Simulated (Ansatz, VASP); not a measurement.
# MnNi3: VASP beside Ansatz, part 2 of 2

One calculation is typed for both programs; each brings its own data sets and cutoff. How far apart do they land?

VASP 6.6.1 and Ansatz 0.2.0.

So far: Starting point; VASP: relaxation of cell and atoms, PBEsol.

### 3. Ansatz: relaxation of cell and atoms, PBEsol

Level of this step: Ansatz beside VASP: Kohn-Sham DFT, plane waves, PBEsol (Ansatz).

Ansatz runs on its default PAW (the set named soft_2) files.

The same cell, functional, mesh and smearing now go to Ansatz, which takes its cutoff from its data sets.

File input.yaml:

```yaml
crystal:
  lattice:
    - [3.5001297764, 0.0, 0.0]
    - [0.0, 3.5001297764, 0.0]
    - [0.0, 0.0, 3.5001297764]
  atoms:
    - { symbol: Ni, position: [0.5, 0.5, 0.0], spin: 1.0 }
    - { symbol: Ni, position: [0.5, 0.0, 0.5], spin: 1.0 }
    - { symbol: Ni, position: [0.0, 0.5, 0.5], spin: 1.0 }
    - { symbol: Mn, position: [0.0, 0.0, 0.0], spin: 4.0 }
hamiltonian:
  xc: pbesol
  pseudopotentials: { kind: paw }
magnetization:
  spin_polarized: true
kpoints:
  mp_grid: { grid: [7, 7, 7] }
scf:
  occupations: { method: methfessel_paxton, width: 0.15 }
relax:
  f_tol: 0.01
  max_steps: 60
  cell: { stress_tol: 0.05 }
output:
  forces: true
  stress: true
```

On the command line:

```bash
$ ansatz run input.yaml --threads 4 --pin off --max-ram 9216MiB --backend cpu --events-out ev --progress --plain --runs-dir out
```

Numbers of over 12 decimals in the logs are rounded to 6 here.

The log of the run:

```text
Engine: ansatz 0.2.0, aarch64-unknown-linux-gnu
Pseudopotentials: kind: paw
Pseudopotential: Ni, paw, valence charge 18, recommended cutoff 420 eV (normal), Ni.paw.azcp
Pseudopotential: Mn, paw, valence charge 15, recommended cutoff 420 eV (normal), Mn.paw.azcp
Functional definition: PBEsol
  exchange = pbesol_x
  correlation = pbesol_c
Crystal: 4 atoms, lattice volume = 42.880 Å³
Basis set: ecut = 420 eV, 847 PW (Γ), exchange–correlation on 48×48×48 points (8 copies of the dense FFT grid, shifted against one another)
Bands: 46, of which v1, the nominal top of the filled ones, is band 35 counted from 1 (34 counted from 0)
Symmetry: 48 space group operations
Space group: Pm-3m (ITA 221), of the structure as read, at distance tolerance 3.5e-5 Å
Magnetic group: BNS 221.92 (UNI 1594), of the structure as read, at distance tolerance 3.5e-5 Å
k-points: 20 of 343
Non-local potential: Ni, projectors of the file, l = 0: 3, l = 1: 2, l = 2: 3, l = 3: 1
Non-local potential: Mn, projectors of the file, l = 0: 3, l = 1: 2, l = 2: 3, l = 3: 1
PAW form: soft (Blöchl's): semilocal exchange-correlation on the pseudo side does not see the compensation charge
PAW frozen core: Ni, regenerated for the run's functional, and the local potential with it (the file was generated under x = pbe(κ = 0.804, μ = 0.219515), c = pbe(β = 0.066725))
PAW frozen core: Mn, regenerated for the run's functional, and the local potential with it (the file was generated under x = pbe(κ = 0.804, μ = 0.219515), c = pbe(β = 0.066725))
PAW one-centre angular grid: Ni, 590 points (default); XC on 64 Gauss nodes
PAW one-centre angular grid: Mn, 590 points (default); XC on 64 Gauss nodes
Initial density: superposition of atomic densities (chi_scale 0.1, normalization cell)
Starting moments: Σ|m| = 7 μB on 4 of 4 sites
Initial wavefunctions: pseudopotential atomic-orbital guess
Functional: x = pbesol(κ = 0.804, μ = 0.123457), c = pbesol(β = 0.046)
SCF iter   1: F=—  HF=-21281.653425 eV  |F-HF|=—  |Δ(HF+E_count)|=         —  Δρ=7.94e-2 (↑7.94e-2 ↓6.82e-2)  dr2=4.26e0  dr2_m=5.56e-1  M=5.579 μB ∫|m|=5.839 μB  β_m=0.30  ethr=3.10e-3  ⟨swp⟩=4.9  Hψ=5708  notcnv=0  defer=27
Mixer restart at iter 1: flushing history
preconditioner: auto → Kerker (q_TF=auto, 2.953 Å⁻¹)  [metal: Δε(μ)=0.011 eV  Ē_g=9.470 eV  σ=0.150 eV  W_gap=0.04  n_scr=18 (ndim 8)  ℏωp=34.5 eV  f_vac=0.000  D(μ)=4.90/eV (n_scr^D=80)]
spin=Collinear: Kerker preconditioning applied to the charge; magnetization (m = ρ↑ − ρ↓) channel mixes plain (no charge-response kernel on spin).
SCF iter   2: F=—  HF=-21280.443257 eV  |F-HF|=—  |Δ(HF+E_count)|=    1.21e0  Δρ=3.11e-2 (↑3.11e-2 ↓2.67e-2)  dr2=3.72e-1  dr2_m=1.99e-1  M=5.470 μB ∫|m|=5.752 μB  β_m=0.33  ethr=3.10e-3  ⟨swp⟩=2.3  Hψ=3036  notcnv=0  defer=167
SCF iter   3: F=—  HF=-21281.749413 eV  |F-HF|=—  |Δ(HF+E_count)|=    1.31e0  Δρ=2.45e-2 (↑1.60e-2 ↓2.45e-2)  dr2=1.17e-1  dr2_m=1.09e-1  M=5.312 μB ∫|m|=5.646 μB  β_m=0.56  ethr=5.39e-4  ⟨swp⟩=2.9  Hψ=2910  notcnv=0  defer=167
SCF iter   4: F=—  HF=-21283.732414 eV  |F-HF|=—  |Δ(HF+E_count)|=         —  Δρ=5.01e-2 (↑2.17e-2 ↓5.01e-2)  dr2=4.19e-1  dr2_m=4.46e-1  M=4.505 μB ∫|m|=4.862 μB  β_m=0.56  ethr=1.70e-4  ⟨swp⟩=2.5  Hψ=3209  notcnv=0  defer=167
Mixer restart at iter 4: flushing history
SCF iter   5: F=—  HF=-21283.995438 eV  |F-HF|=—  |Δ(HF+E_count)|=   2.63e-1  Δρ=1.57e-2 (↑1.57e-2 ↓1.18e-2)  dr2=3.27e-2  dr2_m=5.78e-2  M=4.582 μB ∫|m|=4.942 μB  β_m=0.63  ethr=1.70e-4  ⟨swp⟩=2.1  Hψ=3546  notcnv=0  defer=167
SCF iter   6: F=—  HF=-21284.059966 eV  |F-HF|=—  |Δ(HF+E_count)|=   6.45e-2  Δρ=2.34e-2 (↑6.57e-3 ↓2.34e-2)  dr2=2.04e-1  dr2_m=4.92e-2  M=4.432 μB ∫|m|=4.785 μB  β_m=0.72  ethr=4.74e-5  ⟨swp⟩=2.1  Hψ=3731  notcnv=0  defer=172
SCF iter   7: F=—  HF=-21284.052392 eV  |F-HF|=—  |Δ(HF+E_count)|=   7.57e-3  Δρ=3.43e-3 (↑2.15e-3 ↓3.43e-3)  dr2=3.39e-3  dr2_m=7.12e-4  M=4.462 μB ∫|m|=4.811 μB  β_m=0.70  ethr=4.74e-5  ⟨swp⟩=2.0  Hψ=3499  notcnv=0  defer=170
SCF iter   8: F=—  HF=-21284.052809 eV  |F-HF|=—  |Δ(HF+E_count)|=   4.17e-4  Δρ=2.14e-3 (↑1.16e-3 ↓2.14e-3)  dr2=1.92e-3  dr2_m=4.54e-4  M=4.480 μB ∫|m|=4.829 μB  β_m=0.85  ethr=4.91e-6  ⟨swp⟩=2.3  Hψ=3008  notcnv=0  defer=170
SCF iter   9: F=—  HF=-21284.053857 eV  |F-HF|=—  |Δ(HF+E_count)|=   1.05e-3  Δρ=1.41e-3 (↑1.16e-3 ↓1.41e-3)  dr2=1.12e-3  dr2_m=1.64e-4  M=4.478 μB ∫|m|=4.826 μB  β_m=0.92  ethr=2.79e-6  ⟨swp⟩=2.0  Hψ=2621  notcnv=0  defer=171
SCF iter  10: F=—  HF=-21284.053528 eV  |F-HF|=—  |Δ(HF+E_count)|=   3.28e-4  Δρ=2.52e-4 (↑1.10e-4 ↓2.52e-4)  dr2=2.92e-5  dr2_m=3.25e-6  M=4.476 μB ∫|m|=4.826 μB  β_m=0.96  ethr=1.62e-6  ⟨swp⟩=2.0  Hψ=2456  notcnv=0  defer=171
SCF iter  11: F=—  HF=-21284.053535 eV  |F-HF|=—  |Δ(HF+E_count)|=   6.12e-6  Δρ=1.84e-4 (↑1.84e-4 ↓1.61e-4)  dr2=1.62e-5  dr2_m=7.26e-6  M=4.473 μB ∫|m|=4.822 μB  β_m=0.98  ethr=4.23e-8  ⟨swp⟩=2.1  Hψ=2560  notcnv=0  defer=171
SCF iter  12: F=—  HF=-21284.030238 eV  |F-HF|=—  |Δ(HF+E_count)|=         —  Δρ=3.09e-3 (↑2.40e-3 ↓3.09e-3)  dr2=1.10e-3  dr2_m=2.71e-3  M=4.539 μB ∫|m|=4.884 μB  β_m=0.98  ethr=2.34e-8  ⟨swp⟩=1.7  Hψ=2201  notcnv=0  defer=171
Mixer restart at iter 12: flushing history
iteration 12: the input's own smearing fills from here on; a Gaussian of 0.15 eV has filled iterations ahead of it
SCF iter  13: F=—  HF=-21284.031970 eV  |F-HF|=—  |Δ(HF+E_count)|=   1.73e-3  S|Δr|=    0.00e0  Δρ=4.61e-3 (↑3.67e-3 ↓4.61e-3)  dr2=2.39e-2  dr2_m=7.56e-4  M=4.505 μB ∫|m|=4.857 μB  β_m=0.52  ethr=2.34e-8  ⟨swp⟩=3.2  Hψ=3959  notcnv=0  defer=171  recentre
SCF iter  14: F=—  HF=-21284.031523 eV  |F-HF|=—  |Δ(HF+E_count)|=   4.47e-4  S|Δr|=    0.00e0  Δρ=5.99e-3 (↑3.50e-3 ↓5.99e-3)  dr2=1.90e-2  dr2_m=4.75e-3  M=4.584 μB ∫|m|=4.931 μB  β_m=0.14  ethr=2.34e-8  ⟨swp⟩=3.4  Hψ=4408  notcnv=0  defer=171
SCF iter  15: F=—  HF=-21284.030466 eV  |F-HF|=—  |Δ(HF+E_count)|=   1.06e-3  S|Δr|=    0.00e0  Δρ=1.30e-3 (↑1.30e-3 ↓1.15e-3)  dr2=2.14e-5  dr2_m=5.73e-4  M=4.546 μB ∫|m|=4.895 μB  β_m=0.26  ethr=2.34e-8  ⟨swp⟩=3.0  Hψ=3742  notcnv=0  defer=171
SCF iter  16: F=—  HF=-21284.030587 eV  |F-HF|=—  |Δ(HF+E_count)|=   1.21e-4  S|Δr|=    0.00e0  Δρ=4.57e-4 (↑4.57e-4 ↓4.16e-4)  dr2=1.00e-5  dr2_m=6.96e-5  M=4.562 μB ∫|m|=4.915 μB  β_m=0.46  ethr=2.34e-8  ⟨swp⟩=2.0  Hψ=2679  notcnv=0  defer=171
SCF iter  17: F=—  HF=-21284.030607 eV  |F-HF|=—  |Δ(HF+E_count)|=   1.95e-5  S|Δr|=    0.00e0  Δρ=6.57e-5 (↑6.57e-5 ↓6.10e-5)  dr2=2.01e-6  dr2_m=7.73e-7  M=4.571 μB ∫|m|=4.927 μB  β_m=0.54  ethr=1.45e-8  ⟨swp⟩=2.4  Hψ=2927  notcnv=0  defer=171
SCF iter  18: F=—  HF=-21284.030607 eV  |F-HF|=—  |Δ(HF+E_count)|=   2.91e-7  S|Δr|=    0.00e0  Δρ=3.03e-5 (↑1.72e-5 ↓3.03e-5)  dr2=2.24e-7  dr2_m=1.20e-7  M=4.571 μB ∫|m|=4.928 μB  β_m=0.55  ethr=2.91e-9  ⟨swp⟩=2.0  Hψ=2459  notcnv=0  defer=171
SCF iter  19: F=-21284.030607 eV  HF=-21284.030607 eV  |F-HF|=1.16e-8  |Δ(HF+E_count)|=   1.77e-8  S|Δr|=    0.00e0  Δρ=1.15e-5 (↑7.91e-6 ↓1.15e-5)  dr2=2.64e-8  dr2_m=2.23e-8  M=4.571 μB ∫|m|=4.928 μB  ethr=1.45e-10  ⟨swp⟩=4.1  Hψ=6056  notcnv=0
SCF 1 converged in 19 iterations: F = -21284.030607 eV  dr2 = 2.64e-8
  greatest PAW one-centre occupation: 1.001 electrons in one spin orbital (limit 2), on the Mn atom at site 3 (counted from 0), in its partial waves of l = 1
relax step   1: F+E_penalty+E_count = -21284.03060709 eV  Δ(F+E_penalty+E_count) = +0.000e0 eV  max|allowed force component| = 4.097e-28 eV/Å  Δτ_max = 0.0000 Å  P = +0.698 GPa  Ω = 42.880 Å³  (19 SCF iters, dr2 threshold 1.00e-7 eV, accepted)
[...]
relax step   2: F+E_penalty+E_count = -21284.03081495 eV  Δ(F+E_penalty+E_count) = -2.079e-4 eV  max|allowed force component| = 2.143e-29 eV/Å  Δτ_max = 0.0000 Å  P = +0.347 GPa  Ω = 42.951 Å³  energy of the carried Pulay correction = -2.555e-5 eV  (6 SCF iters, dr2 threshold 4.00e-7 eV, accepted)
[...]
relax step   3: F+E_penalty+E_count = -21284.03086731 eV  Δ(F+E_penalty+E_count) = -5.237e-5 eV  max|allowed force component| = 3.410e-29 eV/Å  Δτ_max = 0.0000 Å  P = +0.003 GPa  Ω = 43.022 Å³  energy of the carried Pulay correction = -5.087e-5 eV  (6 SCF iters, dr2 threshold 3.02e-7 eV, accepted)
[...]
relax step   4: F+E_penalty+E_count = -21284.03088940 eV  Δ(F+E_penalty+E_count) = -2.208e-5 eV  max|allowed force component| = 1.870e-29 eV/Å  Δτ_max = 0.0000 Å  P = +0.005 GPa  Ω = 43.022 Å³  stress off target by 5.02e-3 GPa  SCF on the basis re-selected at this cell (its energy is not comparable with the rows above)  (8 SCF iters)
basis re-selected at this cell: Δ(F+E_penalty+E_count) = -2.208e-5 eV, ΔP = +0.002 GPa vs the last step (what re-selecting the basis moved, of the pressure what is left beyond the Pulay correction that the steps carried, after the strain that the cell walked since its last selection, with what the two solves' SCF thresholds leave and, on support functions, any second-order correction that the steps lacked; it is no m [...]
SCF converged after 8 iterations
Stability not checked: this state was not tested for a lower state beside it, because cold or Methfessel-Paxton smearing, or corrected tetrahedra, fill the levels in a way that the test cannot read (fill_not_monotonic; see scf.lower_state_search)
Magnetization: 4.5852 μB (36.7926 up, 32.2074 down)
Absolute magnetization: 4.9464 μB (∫|ρ↑−ρ↓|, with the PAW one-centre terms)
Spin contamination: 0.1379 ħ² per cell (⟨S²⟩ above its minimum at these occupations)
Per-site moments (μB) at R_I (Å): [(0.541246, 1.022054), (0.541246, 1.022054), (0.541246, 1.022054), (2.970770, 1.022054)]
Free energy (F): -21284.030889 eV
Harris-Foulkes:  -21284.030889 eV  (|F-HF|=1.82e-11)
Internal energy: -21284.030314 eV  (E = F + TS)
E sigma→0 (E₀):  -21284.030746 eV
Entropy (-TS):   -0.000575 eV (-0.144 meV/atom)
Fermi energy:    18.771343 eV
--- Per-component energies (eV) ---
  E_band       = -994.527820
  E_kinetic    = 1155.572549
  E_local      = -11888.626530  (includes V_loc(G=0)·N_el)
  E_nonlocal   = 2150.057047
  E_hartree    = 4963.415655
  E_xc         = -368.631383
  E_vxc        = -476.163010  (∫ρ·V_xc dr)
  E_paw        = -6052.323371  (= ΣΔE_a)
  E_vpaw       = -1862.200245  (= ΣTr[D̂ρ^β])
  E_aug_tail   = 0.001527  (compensation charges beyond the density's cutoff)
  E_ewald      = -11244.257326
  E_core_change = 0.761517  (= ΣΔE_core)
  E_smearing   = -0.000575  (= −TS)
  E_closure    = -0.000000  (closes the sum)
  Σ components = -21284.030889   (vs F -21284.030889, Δ=0.00e0)
--- Forces (eV/Å), atoms counted from 1 ---
  atom   1  Ni     0.00000000     0.00000000    -0.00000000
  atom   2  Ni     0.00000000     0.00000000     0.00000000
  atom   3  Ni    -0.00000000    -0.00000000     0.00000000
  atom   4  Mn     0.00000000    -0.00000000    -0.00000000
  max |Σ_I F_I| component: 3.46e-29 eV/Å
--- Stress (GPa, compression-positive) ---
        0.005021       0.000000      -0.000000
        0.000000       0.005021      -0.000000
       -0.000000      -0.000000       0.005021
  P = ⅓ Tr σ = 0.0050 GPa (0.050 kbar)
--- Relaxed structure (3 steps of the walk, 3 accepted, 1 SCFs on fresh bases) ---
  F+E_penalty+E_count = -21284.03088940 eV   max|allowed force component| = 1.870e-29 eV/Å   (the final SCF, on the basis selected at the relaxed cell)
  cell:  # Å, volume = 43.0224 Å³
    - [3.504008, 0, 0]
    - [0, 3.504008, 0]
    - [0, 0, 3.504008]
  atoms:
    - { symbol: Ni, position: [0.5, 0.5, 0] }
    - { symbol: Ni, position: [0.5, 0, 0.5] }
    - { symbol: Ni, position: [0, 0.5, 0.5] }
    - { symbol: Mn, position: [0, 0, 0] }
```

Elapsed: 6 s, on 4 threads of Arm Neoverse V1, shared host; peak memory 0.39 GiB.

### 4. Comparison

Known differences besides the potentials themselves: both relaxations stop at a tolerance, which leaves soft axes loose, and VASP keeps its plane-wave basis; the data sets hold 69 valence electrons in Ansatz (default PAW (the set named soft_2) files) and 37 in VASP; the cutoff is 420 eV in Ansatz and 360 eV in VASP; Ansatz makes its cores anew for this functional, VASP keeps those of its PBE data sets; VASP leaves aspherical gradient terms in its spheres out (LASPH is not set), Ansatz keeps them; Ansatz adds a Pulay correction to the stress that steers its cell, VASP none; site moments are counted in spheres of each program's own size. Total energies have different zeros and are not compared.

Compared:

```csv
quantity,Ansatz,VASP,difference
volume (Å³),43.02,42.88,+0.33 %
"edge a after relaxation, in the typed setting (Å)",3.504,3.500,+0.11 %
total moment (μB),4.59,4.55,+0.03
moment on Mn4 (μB),2.97,3.03,-0.05
moment on Ni1 (μB),0.54,0.49,+0.05
moment on Ni2 (μB),0.54,0.49,+0.05
moment on Ni3 (μB),0.54,0.49,+0.05
```

The walks stopped with 0.01 GPa left in Ansatz and 0.16 GPa in VASP; each walk ends within a tolerance, so the volume difference is uncertain by about these residues over the bulk modulus, most in soft cells.

### 5. Results

```
difference in volume (relaxation of cell and atoms, PBEsol) : 0.33 %
```

In words: The difference in volume is 0.33 % (relaxation of cell and atoms, PBEsol), within the 1.2 % picked in this series as the mark of a large difference, as far as the stopping tolerances let one tell. Such differences can come from data sets, numerical settings and the points named under the comparisons, not from the functional's error against experiment.

[Lines on the potential files, build, host, timing and source positions are cut from VASP's logs without a mark.]

[Logs are printed without paths, hosts, clocks, repeated set-up lines and the standing remarks that a program may print on its own settings, such as how far it seeks lower states.]

[Hosts, paths, dates, database ids (printed as entryN), source tags and the programs' standing remarks are cut or masked in the printed files.]
